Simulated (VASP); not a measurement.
Computed with revPBE GGA, VASP's PBE PAW potentials (set 64) (plane waves; VASP 6.6.1).

VASP input:

**INCAR**
```
# general
SYSTEM  =  Na
PREC    =  Accurate
ENCUT   =  520
LREAL   =  F
LASPH   =  T

# electronic loop
EDIFF   =  1E-7
NELM    =  100
ALGO    =  Normal

# smearing
ISMEAR  =  -5

# functional
GGA     =  RE

# ions
ISIF    =  2

# output
LWAVE   =  F
LCHARG  =  T
LORBIT  =  11
NEDOS   =  601
```

### POSCAR
```
Na
1.0
 -2.1350900369   2.1350900369   2.1350900369
  2.1350900369  -2.1350900369   2.1350900369
  2.1350900369   2.1350900369  -2.1350900369
Na
1
direct
  0.0000000000   0.0000000000   0.0000000000
```

KPOINTS:
```
K-points
0
Gamma
 14 14 14
0 0 0
```

POTCAR, in this order: Na_pv (PBE.64 set). Program: vasp_std.

Output of the run:

### OSZICAR
```
       N       E                     dE             d eps       ncg     rms          rms(c)
DAV:   1     0.197446889434E+02    0.19745E+02   -0.39316E+03  1470   0.828E+02
DAV:   2    -0.808124924160E+00   -0.20553E+02   -0.20543E+02  1512   0.138E+02
DAV:   3    -0.119814166254E+01   -0.39002E+00   -0.39001E+00  1946   0.274E+01
DAV:   4    -0.120143073968E+01   -0.32891E-02   -0.32890E-02  1771   0.218E+00
DAV:   5    -0.120147628091E+01   -0.45541E-04   -0.45540E-04  1890   0.218E-01    0.232E-01
DAV:   6    -0.120235615535E+01   -0.87987E-03   -0.30498E-04  1666   0.232E-01    0.155E-01
DAV:   7    -0.120281640900E+01   -0.46025E-03   -0.10768E-03  1610   0.438E-01    0.721E-03
DAV:   8    -0.120281729507E+01   -0.88607E-06   -0.73166E-06  1736   0.470E-02    0.191E-03
DAV:   9    -0.120281761313E+01   -0.31806E-06   -0.21525E-07  1792   0.531E-03    0.823E-04
DAV:  10    -0.120281770306E+01   -0.89932E-07   -0.10631E-07  1631   0.448E-03
   1 F= -.12028177E+01 E0= -.12028177E+01  d E =0.000000E+00
```

OUTCAR:
```
------------------------ aborting loop because EDIFF is reached ----------------------------------------
  FORCE on cell =-STRESS in cart. coord.  units (eV):
  Direction    XX          YY          ZZ          XY          YZ          ZX
  --------------------------------------------------------------------------------------
  Total        0.0140376      0.0140376      0.0140376      0.0000000      0.0000000     -0.0000000
  in kB        0.5776903      0.5776903      0.5776903      0.0000000      0.0000000     -0.0000000
  external PRESSURE =       0.5776903 kB  Pullay stress =       0.0000000 kB
  volume of cell :       38.93
      direct lattice vectors                 reciprocal lattice vectors
    -2.135090037  2.135090037  2.135090037     0.000000000  0.234182162  0.234182162
     2.135090037 -2.135090037  2.135090037     0.234182162  0.000000000  0.234182162
     2.135090037  2.135090037 -2.135090037     0.234182162  0.234182162  0.000000000
 POSITION                                       TOTAL-FORCE (eV/Angst)
 -----------------------------------------------------------------------------------
      0.00000      0.00000      0.00000        -0.000000     -0.000000     -0.000000
 -----------------------------------------------------------------------------------
    total drift:                               -0.000000     -0.000000      0.000000
  FREE ENERGIE OF THE ION-ELECTRON SYSTEM (eV)
  ---------------------------------------------------
  free  energy   TOTEN  =        -1.2028177031 eV

  energy  without entropy=       -1.2028177031  energy(sigma->0) =       -1.20281770

 total charge

# of ion       s       p       d       tot
------------------------------------------
    1        0.093   5.964   0.000   6.057
```
(Selected blocks of OUTCAR.)

For a metal the tetrahedron method with Blöchl corrections gives inexact stress and forces.

The compound is Na in the bcc structure. It was relaxed first.
